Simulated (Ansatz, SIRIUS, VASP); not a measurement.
**One calculation of HfIn4SiO6, 3 ways**

```
CELL_PARAMETERS angstrom
2.71585 -4.70357 0.00833
2.71585 4.70357 0.00833
-1.87915 0.00000 7.40127
ATOMIC_POSITIONS crystal
Hf 0.79814 0.21049 0.00787
In 0.60814 0.38382 0.49927
In 0.45037 0.54161 0.99591
In 0.28386 0.71739 0.50237
In 0.95191 0.03805 0.49763
Si 0.11396 0.87178 0.00216
O 0.05514 0.10977 0.85882
O 0.87766 0.94005 0.13393
O 0.79611 0.54315 0.86007
O 0.46794 0.20229 0.12997
O 0.14642 0.62634 0.13966
O 0.36891 0.84690 0.86786
```

The cell comes from a database or a generator and needn't be the stable form of this composition.

Atoms were shifted at random by some hundredths of an Å from the given cell, which wasn't relaxed again for these runs.

Alike in all runs: task single point; functional PBE; k mesh 6 × 6 × 4; occupations fermi-dirac, width 0.05 eV; no spin polarisation; no spin-orbit coupling. A missing gap at this level doesn't show that the real crystal is a metal. Pressure is positive in compression and, in plane waves, holds the error of the finite cutoff.

| program and potentials | plane-wave cutoff (eV) | notes | band gap (eV) | pressure (GPa) | largest force (eV/Å) |
| --- | --- | --- | --- | --- | --- |
| VASP, PBE PAW files Hf_pv, In_d, O, Si, 520 eV | 520 | 8.5 valence electrons an atom on average | no gap | -0.77 | 1.374 |
| Ansatz, all-electron LAPW, scalar-relativistic | - | - | no gap | -0.33 | 1.386 |
| SIRIUS, PseudoDojo 0.4.1 PBE standard (scalar relativistic) | 1152 | 8.67 valence electrons an atom on average | no gap | -0.81 | 1.338 |

Force on atom 1 (Hf), eV/Å:

| program and potentials | x | y | z |
| --- | --- | --- | --- |
| VASP, PBE PAW files Hf_pv, In_d, O, Si, 520 eV | -0.115 | 1.108 | -0.805 |
| Ansatz, all-electron LAPW, scalar-relativistic | -0.096 | 1.121 | -0.810 |
| SIRIUS, PseudoDojo 0.4.1 PBE standard (scalar relativistic) | -0.120 | 1.084 | -0.775 |

None finds a gap. The pressure spans -0.81 (SIRIUS, PseudoDojo 0.4.1 PBE standard (scalar relativistic)) to -0.33 GPa (Ansatz, all-electron LAPW, scalar-relativistic), with all-electron results at -0.33.

The functional is the same throughout but for its coding, so the spread measures potentials, basis and numerics; runs on potential files found faulty are left out.
